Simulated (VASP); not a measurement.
Input:

```
CELL_PARAMETERS angstrom
      0.00000     2.02774     2.02774
      2.02774     0.00000     2.02774
      2.02774     2.02774     0.00000
ATOMIC_POSITIONS crystal
  Li 0.00000 0.00000 0.00000
  F  0.50000 0.50000 0.50000
```

All values below come from HSE06 screened hybrid, VASP's PBE PAW potentials (set 64) (plane waves; VASP). Settings: 520 eV cut-off, 8×8×8 Γ-centred mesh, Gaussian smearing of 0.050 eV, potentials Li_sv F.

Task: Give the stress tensor in GPa (positive for a compressed cell).

Result: 
```
-2.44   0.00   0.00
 0.00  -2.44   0.00
 0.00   0.00  -2.44
```
The pressure is its mean diagonal, -2.44 GPa.

The compound is LiF in the rock salt structure. It was relaxed first. The cell's shape comes from a PBE relaxation.
